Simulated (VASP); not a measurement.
All values below come from PBEsol GGA, VASP's PBE PAW potentials (set 64) (plane waves; VASP).

Input for VASP

KPOINTS:
```
Automatic mesh
0
Gamma
14 14 14
0 0 0
```

INCAR:
```
SYSTEM = Al
PREC = Accurate
ENCUT = 400
EDIFF = 1E-8
NELM = 100
ALGO = Normal
LREAL = .FALSE.
LASPH = .TRUE.
ISMEAR = 1
SIGMA = 0.1
GGA = PS
LWAVE = .FALSE.
LCHARG = .FALSE.
IBRION = 1
ISIF = 2
NSW = 30
EDIFFG = -0.001
```

POSCAR:
```
Al
1
    0.0000000000     2.0057806613     2.0057806613
    2.0057806613     0.0000000000     2.0057806613
    2.0057806613     2.0057806613     0.0000000000
Al
1
Direct
  0.0000000000   0.0000000000   0.0000000000
```

POTCAR, in this order: Al (PBE.64 set). Program: vasp_std.

Output

File OSZICAR:
```
       N       E                     dE             d eps       ncg     rms          rms(c)
DAV:   1    -0.238484320855E+01   -0.23848E+01   -0.66803E+02  1230   0.238E+02
DAV:   2    -0.410049995048E+01   -0.17157E+01   -0.14221E+01  1355   0.262E+01
DAV:   3    -0.411371715695E+01   -0.13217E-01   -0.13197E-01  1345   0.272E+00
DAV:   4    -0.411376290123E+01   -0.45744E-04   -0.45745E-04  1410   0.162E-01
DAV:   5    -0.411376319749E+01   -0.29626E-06   -0.29551E-06  1350   0.103E-02    0.144E+00
DAV:   6    -0.409628846015E+01    0.17475E-01   -0.21496E-03  1240   0.305E-01    0.818E-01
DAV:   7    -0.408448471905E+01    0.11804E-01   -0.58914E-03  1240   0.486E-01    0.174E-01
DAV:   8    -0.408447014637E+01    0.14573E-04   -0.31746E-05  1365   0.583E-02    0.139E-02
DAV:   9    -0.408446937011E+01    0.77626E-06   -0.51675E-07  1330   0.514E-03    0.148E-03
DAV:  10    -0.408446914650E+01    0.22361E-06   -0.44302E-09  1370   0.647E-04    0.144E-03
DAV:  11    -0.408446911414E+01    0.32360E-07   -0.13295E-10   770   0.111E-04    0.110E-04
DAV:  12    -0.408446911680E+01   -0.26628E-08   -0.13643E-11   680   0.314E-05
   1 F= -.40844691E+01 E0= -.40845667E+01  d E =-.408447E+01
```

OUTCAR:
```
------------------------ aborting loop because EDIFF is reached ----------------------------------------
  FORCE on cell =-STRESS in cart. coord.  units (eV):
  Direction    XX          YY          ZZ          XY          YZ          ZX
  --------------------------------------------------------------------------------------
  Total       -0.0000227     -0.0000227     -0.0000227      0.0000000      0.0000000     -0.0000000
  in kB       -0.0022570     -0.0022570     -0.0022570      0.0000000      0.0000000     -0.0000000
  external PRESSURE =      -0.0022570 kB  Pullay stress =       0.0000000 kB
  volume of cell :       16.14
      direct lattice vectors                 reciprocal lattice vectors
     0.000000000  2.005780661  2.005780661    -0.249279500  0.249279500  0.249279500
     2.005780661  0.000000000  2.005780661     0.249279500 -0.249279500  0.249279500
     2.005780661  2.005780661  0.000000000     0.249279500  0.249279500 -0.249279500
 POSITION                                       TOTAL-FORCE (eV/Angst)
 -----------------------------------------------------------------------------------
      0.00000      0.00000      0.00000         0.000000      0.000000      0.000000
 -----------------------------------------------------------------------------------
    total drift:                                0.000000      0.000000     -0.000000
  FREE ENERGIE OF THE ION-ELECTRON SYSTEM (eV)
  ---------------------------------------------------
  free  energy   TOTEN  =        -4.0844691168 eV

  energy  without entropy=       -4.0847617355  energy(sigma->0) =       -4.08456666

 reached required accuracy - stopping structural energy minimisation
```
(Selected blocks of OUTCAR.)

The compound is Al in the fcc structure. It was relaxed first. The start is the result of an earlier pass.
